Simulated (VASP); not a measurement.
Input:

```
SnP
1.0
    0.00000     2.75934     2.75934
    2.75934     0.00000     2.75934
    2.75934     2.75934     0.00000
Sn P
1 1
Direct
  0.50000   0.50000   0.50000
  0.00000   0.00000   0.00000
```

Computed with PBEsol GGA, VASP's PBE PAW potentials (set 64) (plane waves; VASP). Numerical set-up: 400 eV cut-off, 13×13×13 Γ-centred mesh, tetrahedra with Blöchl corrections, potentials Sn_d P.

Unless said otherwise, spin-orbit coupling is left out, though it shifts the bands of the heavy elements here.

Problem. What does the run give for the energy per atom (σ→0), band gap (on the k-mesh) with the smallest direct gap where there is one?

Solution. 
- band gap (on the k-mesh): none (metal, semimetal or under 0.01 eV)
- energy per atom (σ→0): -5.070 eV/atom

Only differences to runs with the same potentials and settings are physical.

The structure comes from a computed database's SnP entry (Fm-3m); how it stands against other phases isn't given here. It was relaxed first. The electron count is odd and the run is not spin-polarised, which forces a metal.
